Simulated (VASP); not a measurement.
VASP input:

POSCAR:
```
CuAu
1
    2.7591838432     0.0000000000     0.0000000000
    0.0000000000     2.7591838432    -0.0000000000
    0.0000000000     0.0000000000     3.6337430728
Cu Au
1 1
Direct
  0.0000000000   0.0000000000   0.0000000000
  0.5000000000   0.5000000000   0.5000000000
```

INCAR:
```
! general
SYSTEM  = CuAu
PREC    = Accurate
ENCUT   = 500   ! plane-wave cut-off (eV)
LREAL   = .FALSE.   ! projection in real space or not
LASPH   = .TRUE.

! electronic loop
EDIFF   = 1E-6   ! SCF stop (eV)
NELM    = 100
ALGO    = Normal   ! blocked Davidson
LMAXMIX = 6   ! l cut-off of mixed one-centre charges

! smearing
ISMEAR  = 1   ! Methfessel-Paxton
SIGMA   = 0.1   ! width (eV)

! ions
IBRION  = 2
NSW     = 40   ! most ionic steps
ISIF    = 3   ! ions, shape and volume
EDIFFG  = -0.02
PSTRESS = 50   ! kbar

! output
LWAVE   = .FALSE.
LCHARG  = .FALSE.
```

File KPOINTS:
```
Automatic
0
Gamma
 13 13 10
```

POTCAR, in this order: Cu Au (LDA.64 set). Program: vasp_std.

Write an equivalent input for Quantum ESPRESSO's pw.x.

One equivalent input (not run):
```
&CONTROL
  calculation = 'vc-relax'
  pseudo_dir = './pseudo'
  outdir = './out'
  tprnfor = .true.
  tstress = .true.
  nstep = 40
  forc_conv_thr = 0.00078
/
&SYSTEM
  ibrav = 0
  nat = 2
  ntyp = 2
  ecutwfc = 92
  occupations = 'smearing'
  smearing = 'methfessel-paxton'
  degauss = 0.00735
  input_dft = 'pz'
/
&ELECTRONS
  conv_thr = 7.3e-08
  electron_maxstep = 100
/
&IONS
/
&CELL
  press = 50
/
ATOMIC_SPECIES
  Cu 63.546 Cu.upf
  Au 196.967 Au.upf
CELL_PARAMETERS angstrom
     2.7591838    0.0000000    0.0000000
     0.0000000    2.7591838   -0.0000000
     0.0000000    0.0000000    3.6337431
ATOMIC_POSITIONS crystal
  Cu   0.0000000  0.0000000  0.0000000
  Au   0.5000000  0.5000000  0.5000000
K_POINTS automatic
  13 13 10 0 0 0
```
What does not carry over: the potentials are each code's own (VASP's PAW set, PseudoDojo norm-conserving files in pw.x), so ENCUT and ecutwfc are chosen apart and not converted; conv_thr bounds pw.x's estimated SCF error, while EDIFF bounds the energy change between steps; forc_conv_thr acts on force components and is met together with etot_conv_thr.

The compound is CuAu in the L1_0 structure. This run relaxes it under an external pressure of 5 GPa. Symmetry was kept, so distortions that lower it aren't found.
